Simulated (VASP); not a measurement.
VASP runs on MnO (rock salt, AFM-II order) share one base input (PBE GGA, plane waves, VASP's PBE PAW potentials (set 64)) and change the settings named in each case.

POSCAR:
```
MnO
5.4378670
  0.8164966153   0.4082483077   0.4082483077
  0.4082483077   0.8164966153   0.4082483077
  0.4082483077   0.4082483077   0.8164966153
Mn O
2 2
direct
  0.0000000000   0.0000000000   0.0000000000
  0.5000000000   0.5000000000   0.5000000000
  0.2500000000   0.2500000000   0.2500000000
  0.7500000000   0.7500000000   0.7500000000
```

**INCAR**
```
# general
SYSTEM  = MnO
PREC    = Accurate
ENCUT   = 520
LREAL   = .FALSE.
LASPH   = .TRUE.

# electronic loop
EDIFF   = 1E-6
NELM    = 100
ALGO    = Normal
LMAXMIX = 4

# smearing
ISMEAR  = 0
SIGMA   = 0.05

# functional
GGA     = PE

# spin
ISPIN   = 2
MAGMOM  = 5.0 -5.0 2*0.0

# ions
ISIF    = 2

# output
LWAVE   = .FALSE.
LCHARG  = .FALSE.
LORBIT  = 10
```

File KPOINTS:
```
Automatic mesh
0
Gamma
7 7 7
0 0 0
```

POTCAR, in this order: Mn_pv O (PBE.64 set). Program: vasp_std.

| change | E(σ→0) (eV/atom) | pressure (GPa) | −TS (eV) |
|---|---|---|---|
| base run | -8.2774 | 0.07 | 0.0000 |
| ISPIN = 1, the spin start removed | ? | ? | ? |
| MAGMOM = 7.0 -3.0 0.0 0.0 | -8.2774 | 0.05 | 0.0000 |
| MAGMOM = 5.0 5.0 0.0 0.0 | -8.2023 | -0.30 | -0.0016 |

Question: What belongs in the gaps?

Answer: 
- ISPIN = 1, the spin start removed, E(σ→0) (eV/atom): -7.1246
- ISPIN = 1, the spin start removed, pressure (GPa): -33.68
- ISPIN = 1, the spin start removed, −TS (eV): -0.0199

Left out are runs that ran out of time, are held back, or changed the cell or the kind of run, fixed moments of cells without a moment, rows past the twelfth, gaps on odd meshes, pressures of charged cells and columns that move by less than the noise.

The compound is MnO in the rock salt, AFM-II order structure. The cell was not relaxed at this level.
